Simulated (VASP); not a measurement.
Output of a VASP run:

File OSZICAR:
```
...
RMM:   8    -0.610730297388E+00    0.95338E-04   -0.10615E-05  5518   0.112E-02    0.507E-03
RMM:   9    -0.610725057230E+00    0.52402E-05    0.38213E-06  5440   0.561E-03    0.259E-03
RMM:  10    -0.610720727083E+00    0.43301E-05   -0.35133E-07  5514   0.408E-03    0.886E-04
RMM:  11    -0.610729456633E+00   -0.87295E-05    0.20220E-07  6282   0.166E-03    0.254E-04
RMM:  12    -0.610732063488E+00   -0.26069E-05    0.26760E-07  6139   0.992E-04    0.117E-04
RMM:  13    -0.610733039941E+00   -0.97645E-06   -0.10907E-07  6173   0.724E-04    0.500E-05
RMM:  14    -0.610732758174E+00    0.28177E-06    0.43026E-08  6286   0.574E-04    0.269E-05
RMM:  15    -0.610732635086E+00    0.12309E-06    0.49977E-08  6785   0.494E-04    0.211E-05
RMM:  16    -0.610732587480E+00    0.47606E-07    0.20354E-07  6234   0.454E-04    0.147E-05
RMM:  17    -0.610732554455E+00    0.33025E-07    0.10071E-07  6416   0.425E-04    0.130E-05
RMM:  18    -0.610732562285E+00   -0.78301E-08    0.14268E-07  6996   0.403E-04    0.144E-05
RMM:  19    -0.610732566059E+00   -0.37740E-08    0.63421E-08  6710   0.392E-04    0.251E-05
 Linear response progress:
  Degree of freedom:  12/ 12
       N       E                     dE             d eps       ncg     rms          rms(c)
RMM:   1    -0.707576170440E+00   -0.70758E+00    0.38034E+00  3352   0.489E+01
RMM:   2    -0.815776293188E+00   -0.10820E+00   -0.16133E-01  4958   0.257E+00    0.226E-01
RMM:   3    -0.816454396418E+00   -0.67810E-03   -0.38150E-03  5041   0.313E-01    0.277E-01
RMM:   4    -0.815699411844E+00    0.75498E-03   -0.22691E-03  4968   0.210E-01    0.127E-01
RMM:   5    -0.814862644624E+00    0.83677E-03   -0.49540E-04  5095   0.141E-01    0.537E-02
RMM:   6    -0.814807764762E+00    0.54880E-04   -0.16499E-04  4906   0.702E-02    0.433E-02
RMM:   7    -0.814723007980E+00    0.84757E-04   -0.53837E-05  5149   0.335E-02    0.176E-02
RMM:   8    -0.814709829714E+00    0.13178E-04   -0.41465E-06  5414   0.157E-02    0.107E-02
RMM:   9    -0.814667355093E+00    0.42475E-04    0.27481E-06  5422   0.910E-03    0.243E-03
RMM:  10    -0.814658112056E+00    0.92430E-05    0.80027E-07  6073   0.362E-03    0.894E-04
RMM:  11    -0.814655252095E+00    0.28600E-05   -0.33507E-07  6074   0.169E-03    0.309E-04
RMM:  12    -0.814656219799E+00   -0.96770E-06    0.18135E-07  5933   0.108E-03    0.124E-04
RMM:  13    -0.814656612879E+00   -0.39308E-06   -0.11924E-06  6204   0.733E-04    0.482E-05
RMM:  14    -0.814656771398E+00   -0.15852E-06   -0.76907E-07  6315   0.595E-04    0.319E-05
RMM:  15    -0.814656775309E+00   -0.39109E-08   -0.35908E-07  6581   0.519E-04    0.176E-05
RMM:  16    -0.814656770538E+00    0.47707E-08   -0.42651E-07  6324   0.478E-04    0.834E-06
RMM:  17    -0.814656788676E+00   -0.18138E-07   -0.37064E-07  6653   0.450E-04    0.133E-05
RMM:  18    -0.814656790210E+00   -0.15346E-08   -0.43510E-07  6983   0.431E-04    0.191E-05
RMM:  19    -0.814656784930E+00    0.52800E-08   -0.30566E-07  6566   0.420E-04    0.279E-05
RMM:  20    -0.814656799268E+00   -0.14338E-07   -0.34043E-07  6741   0.412E-04    0.250E-05
RMM:  21    -0.814656803483E+00   -0.42151E-08   -0.29803E-07  6729   0.406E-04    0.303E-05
RMM:  22    -0.814656802393E+00    0.10905E-08   -0.30925E-07  6338   0.400E-04    0.328E-05
RMM:  23    -0.814656800543E+00    0.18495E-08   -0.25857E-07  6133   0.398E-04    0.351E-05
RMM:  24    -0.814656816149E+00   -0.15605E-07   -0.28143E-07  7062   0.397E-04    0.329E-05
 Linear response finished
```

OUTCAR:
```
------------------------ aborting loop because EDIFF is reached ----------------------------------------

   1 f  =    7.647677 THz    48.051772 2PiTHz  255.099046 cm-1    31.628236 meV
             X         Y         Z           dx          dy          dz
      1.323848  2.278778  0.028079    -0.016187   -0.061512    0.255910
      2.645864  0.020001  4.258392     0.049772    0.049051    0.326554
      0.035846  1.629518  2.149592    -0.032421    0.020975   -0.860232
      1.366606  0.724129  6.527649    -0.000989   -0.008596    0.278170

   2 f  =    6.733201 THz    42.305949 2PiTHz  224.595409 cm-1    27.846269 meV
             X         Y         Z           dx          dy          dz
      1.323848  2.278778  0.028079     0.004989   -0.131266    0.785562
      2.645864  0.020001  4.258392    -0.008506   -0.031258   -0.235710
      0.035846  1.629518  2.149592     0.059743    0.141015   -0.019324
      1.366606  0.724129  6.527649    -0.056010    0.021817   -0.530648

   3 f  =    5.857730 THz    36.805205 2PiTHz  195.392852 cm-1    24.225615 meV
             X         Y         Z           dx          dy          dz
      1.323848  2.278778  0.028079    -0.056778   -0.063012    0.130911
      2.645864  0.020001  4.258392    -0.074207   -0.203755   -0.694452
      0.035846  1.629518  2.149592     0.188668    0.162653   -0.042882
      1.366606  0.724129  6.527649    -0.057583    0.104152    0.606900

   4 f  =    5.129904 THz    32.232138 2PiTHz  171.115182 cm-1    21.215569 meV
             X         Y         Z           dx          dy          dz
      1.323848  2.278778  0.028079     0.477894   -0.043526    0.026691
      2.645864  0.020001  4.258392     0.434407   -0.091039   -0.129954
      0.035846  1.629518  2.149592    -0.703408    0.085320    0.026097
      1.366606  0.724129  6.527649    -0.209595    0.049321    0.077578

   5 f  =    4.783521 THz    30.055747 2PiTHz  159.561073 cm-1    19.783043 meV
             X         Y         Z           dx          dy          dz
      1.323848  2.278778  0.028079     0.088876    0.400759    0.180881
      2.645864  0.020001  4.258392     0.059947    0.451509   -0.236517
      0.035846  1.629518  2.149592     0.031954   -0.681901   -0.026373
      1.366606  0.724129  6.527649    -0.180645   -0.171057    0.082357

   6 f  =    4.215298 THz    26.485499 2PiTHz  140.607212 cm-1    17.433065 meV
             X         Y         Z           dx          dy          dz
      1.323848  2.278778  0.028079    -0.144357   -0.379815    0.017513
      2.645864  0.020001  4.258392     0.023659    0.077796   -0.030968
      0.035846  1.629518  2.149592    -0.142972   -0.436002    0.015349
      1.366606  0.724129  6.527649     0.263673    0.739405   -0.002633

   7 f  =    4.102256 THz    25.775235 2PiTHz  136.836535 cm-1    16.965560 meV
             X         Y         Z           dx          dy          dz
      1.323848  2.278778  0.028079    -0.362342    0.192639    0.103893
      2.645864  0.020001  4.258392     0.058397    0.049291   -0.154966
      0.035846  1.629518  2.149592    -0.420135    0.053338    0.005441
      1.366606  0.724129  6.527649     0.722689   -0.295241    0.045994

   8 f  =    3.526022 THz    22.154651 2PiTHz  117.615443 cm-1    14.582450 meV
             X         Y         Z           dx          dy          dz
      1.323848  2.278778  0.028079     0.598203    0.006237    0.033372
      2.645864  0.020001  4.258392    -0.738648    0.021747   -0.015460
      0.035846  1.629518  2.149592    -0.132691   -0.029280   -0.038433
      1.366606  0.724129  6.527649     0.272601    0.000642    0.020844

   9 f  =    2.833057 THz    17.800621 2PiTHz   94.500602 cm-1    11.716576 meV
             X         Y         Z           dx          dy          dz
      1.323848  2.278778  0.028079    -0.012670    0.617084    0.068655
      2.645864  0.020001  4.258392    -0.008986   -0.695522    0.085615
      0.035846  1.629518  2.149592     0.002535   -0.192581   -0.066893
      1.366606  0.724129  6.527649     0.018423    0.271374   -0.087291

  10 f/i=    0.001960 THz     0.012317 2PiTHz    0.065387 cm-1     0.008107 meV
             X         Y         Z           dx          dy          dz
      1.323848  2.278778  0.028079     0.120321    0.273899    0.400565
      2.645864  0.020001  4.258392     0.120158    0.273935    0.400789
      0.035846  1.629518  2.149592     0.120301    0.273808    0.400820
...
```
(Selected blocks of OUTCAR.)

POSCAR:
```
Ru
1
    2.6860800000     0.0000000000     0.0000000000
   -1.3430400000     2.3262140000     0.0000000000
    0.0000000000     0.0000000000     8.6424810000
Ru
4
Direct
 -0.0173410000  -0.0203920000   0.0032490000
 -0.0106730000   0.0085980000   0.4927280000
  0.3635960000   0.7005020000   0.2487240000
  0.6644190000   0.3112910000   0.7552980000
```

Question: Write an INCAR and KPOINTS that could have produced this output.

Answer: One answer among several that fit: the input of the run itself, PBE GGA, plane waves, VASP's PBE PAW potentials (set 64).

KPOINTS:
```
Automatic mesh
0
Gamma
7 7 2
0 0 0
```

INCAR:
```
IBRION=8   # DFPT with symmetry
EDIFF=1E-8   # SCF stop (eV)
ISMEAR=-1   # Fermi-Dirac
ENCUT=300   # plane-wave cut-off (eV)
LWAVE=.False.
ISIF=2   # forces and stress, cell fixed
SYSTEM=Ru
NSW=1   # most ionic steps
ALGO=Normal   # blocked Davidson
PREC=Accurate
GGA=PE
LMAXMIX=4
NELM=100
LREAL=.False.
SIGMA=0.05   # width (eV)
LCHARG=.False.
LEPSILON=.False.
LASPH=.True.
```

POTCAR, in this order: Ru_pv (PBE.64 set). Program: vasp_std.

At this cut-off the stress carries a Pulay error, which pulls relaxed volumes low.

The structure was generated: Ru was put into an ordered model structure, which need not be its known phase. The cell was not relaxed at this level, atoms are displaced from their ideal sites. The k-mesh is coarse (spacing up to 0.39 per Å, 2π included), so the numbers may not be converged in it. The run is one of a series of settings (EDIFF = 1E-8, IBRION = 8, LEPSILON = .FALSE., NSW = 1 against the base run), some of them coarse on purpose.
